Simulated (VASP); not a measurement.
Level of theory: PBEsol GGA, VASP's PBE PAW potentials (set 64) (plane waves; VASP 6.6.1).

Input for VASP

File POSCAR:
```
Ti
1
    1.4448712376    -2.5025904492     0.0000000000
    1.4448712376     2.5025904492     0.0000000000
   -0.0000000000    -0.0000000000     4.5850019299
Ti
2
Direct
  0.3333330000   0.6666670000   0.2500000000
  0.6666670000   0.3333330000   0.7500000000
```

### KPOINTS
```
Automatic mesh
0
G
  14 14 8
0 0 0
```

### INCAR
```
# general
SYSTEM  = Ti
PREC    = Accurate
ENCUT   = 500
LREAL   = F
LASPH   = T   # aspherical one-centre terms

# electronic loop
EDIFF   = 1E-6   # SCF stop (eV)
NELM    = 100   # most electronic steps
ALGO    = Normal   # blocked Davidson
LMAXMIX = 4

# smearing
ISMEAR  = 1
SIGMA   = 0.1   # width (eV)

# functional
GGA     = PS

# ions
IBRION  = 2   # conjugate gradients
NSW     = 40
ISIF    = 3   # ions, shape and volume
EDIFFG  = -0.02   # ionic stop

# output
LWAVE   = F
LCHARG  = F
```

POTCAR, in this order: Ti_sv (PBE.64 set). Program: vasp_std.

What VASP printed:

OSZICAR:
```
       N       E                     dE             d eps       ncg     rms          rms(c)
DAV:   1     0.242147096630E+03    0.24215E+03   -0.13385E+04  3840   0.185E+03
DAV:   2     0.890318971564E+01   -0.23324E+03   -0.23190E+03  4000   0.487E+02
DAV:   3    -0.177980755348E+02   -0.26701E+02   -0.26501E+02  7544   0.136E+02
DAV:   4    -0.188319691188E+02   -0.10339E+01   -0.10319E+01  3984   0.280E+01
DAV:   5    -0.188838581140E+02   -0.51889E-01   -0.51889E-01  6296   0.442E+00    0.130E+01
DAV:   6    -0.166843681294E+02    0.21995E+01   -0.79205E+00  4520   0.334E+01    0.328E+00
DAV:   7    -0.166587348960E+02    0.25633E-01   -0.92067E-01  5784   0.820E+00    0.209E+00
DAV:   8    -0.166882772977E+02   -0.29542E-01   -0.23982E-01  4448   0.662E+00    0.754E-01
DAV:   9    -0.166785944435E+02    0.96829E-02   -0.55874E-02  4536   0.281E+00    0.740E-02
DAV:  10    -0.166789752253E+02   -0.38078E-03   -0.29756E-03  6136   0.431E-01    0.954E-02
DAV:  11    -0.166790142292E+02   -0.39004E-04   -0.20192E-04  4568   0.138E-01    0.326E-02
DAV:  12    -0.166790057207E+02    0.85085E-05   -0.44262E-05  5120   0.611E-02    0.591E-03
DAV:  13    -0.166790059490E+02   -0.22832E-06   -0.10133E-06  2896   0.108E-02
   1 F= -.16679006E+02 E0= -.16679751E+02  d E =-.166790E+02
       N       E                     dE             d eps       ncg     rms          rms(c)
DAV:   1    -0.167223732189E+02   -0.43367E-01   -0.10390E+00  6304   0.143E+01    0.182E+00
DAV:   2    -0.166781420292E+02    0.44231E-01   -0.19677E-01  5336   0.524E+00    0.468E-01
DAV:   3    -0.166769529444E+02    0.11891E-02   -0.29668E-02  5424   0.113E+00    0.164E-01
DAV:   4    -0.166780705811E+02   -0.11176E-02   -0.48419E-03  5336   0.503E-01    0.771E-02
DAV:   5    -0.166789324597E+02   -0.86188E-03   -0.18536E-03  4912   0.298E-01    0.969E-02
DAV:   6    -0.166791145790E+02   -0.18212E-03   -0.57546E-04  5824   0.201E-01    0.306E-02
DAV:   7    -0.166791455644E+02   -0.30985E-04   -0.80475E-05  4928   0.739E-02    0.277E-03
DAV:   8    -0.166791468887E+02   -0.13243E-05   -0.95703E-06  5616   0.176E-02    0.178E-03
DAV:   9    -0.166791468405E+02    0.48161E-07   -0.27539E-07  2184   0.548E-03
   2 F= -.16679147E+02 E0= -.16679901E+02  d E =-.140891E-03
       N       E                     dE             d eps       ncg     rms          rms(c)
DAV:   1    -0.166884368483E+02   -0.92900E-02   -0.21667E-01  6288   0.647E+00    0.827E-01
DAV:   2    -0.166792611727E+02    0.91757E-02   -0.39538E-02  5256   0.237E+00    0.220E-01
DAV:   3    -0.166789944258E+02    0.26675E-03   -0.65697E-03  5344   0.535E-01    0.788E-02
DAV:   4    -0.166792332486E+02   -0.23882E-03   -0.11282E-03  5208   0.249E-01    0.331E-02
DAV:   5    -0.166793888032E+02   -0.15555E-03   -0.29792E-04  4912   0.126E-01    0.439E-02
DAV:   6    -0.166794537436E+02   -0.64940E-04   -0.15534E-04  5784   0.903E-02    0.128E-02
DAV:   7    -0.166794615984E+02   -0.78549E-05   -0.14669E-05  5104   0.303E-02    0.196E-03
DAV:   8    -0.166794627471E+02   -0.11487E-05   -0.24564E-06  3368   0.871E-03    0.554E-04
DAV:   9    -0.166794627602E+02   -0.13144E-07   -0.27299E-07  2048   0.538E-03
   3 F= -.16679463E+02 E0= -.16680213E+02  d E =-.456811E-03
```

### OUTCAR
```
------------------------ aborting loop because EDIFF is reached ----------------------------------------
  FORCE on cell =-STRESS in cart. coord.  units (eV):
  Direction    XX          YY          ZZ          XY          YZ          ZX
  --------------------------------------------------------------------------------------
  Total        0.0105009      0.0105009     -0.0310923      0.0000000      0.0000000      0.0000000
  in kB        0.5043722      0.5043722     -1.4934112      0.0000000      0.0000000      0.0000000
  external PRESSURE =      -0.1615556 kB  Pullay stress =       0.0000000 kB
  volume of cell :       33.36
      direct lattice vectors                 reciprocal lattice vectors
     1.448111634 -2.508202980  0.000000000     0.345277248 -0.199345908 -0.000000000
     1.448111634  2.508202980  0.000000000     0.345277248  0.199345908 -0.000000000
     0.000000000  0.000000000  4.591868129    -0.000000000  0.000000000  0.217776289
 POSITION                                       TOTAL-FORCE (eV/Angst)
 -----------------------------------------------------------------------------------
      1.44811      0.83607      1.14797         0.000000      0.000000      0.000000
      1.44811     -0.83607      3.44390        -0.000000     -0.000000      0.000000
 -----------------------------------------------------------------------------------
    total drift:                               -0.000000      0.001054     -0.000021
  FREE ENERGIE OF THE ION-ELECTRON SYSTEM (eV)
  ---------------------------------------------------
  free  energy   TOTEN  =       -16.6794627602 eV

  energy  without entropy=      -16.6817136335  energy(sigma->0) =      -16.68021305

 reached required accuracy - stopping structural energy minimisation
```
(Selected blocks of OUTCAR.)

### CONTCAR
```
Ti
   1.00000000000000
     1.4481116337072817   -2.5082029802664008    0.0000000000000000
     1.4481116337072817    2.5082029802664008    0.0000000000000000
     0.0000000000000000    0.0000000000000000    4.5918681293803640
  Ti
     2
Direct
     0.3333330000000032    0.6666669999999968    0.2500000000000000
     0.6666669999999968    0.3333330000000032    0.7500000000000000
```

The compound is Ti in the hcp structure. This run relaxes it. Symmetry was kept, so distortions that lower it aren't found.
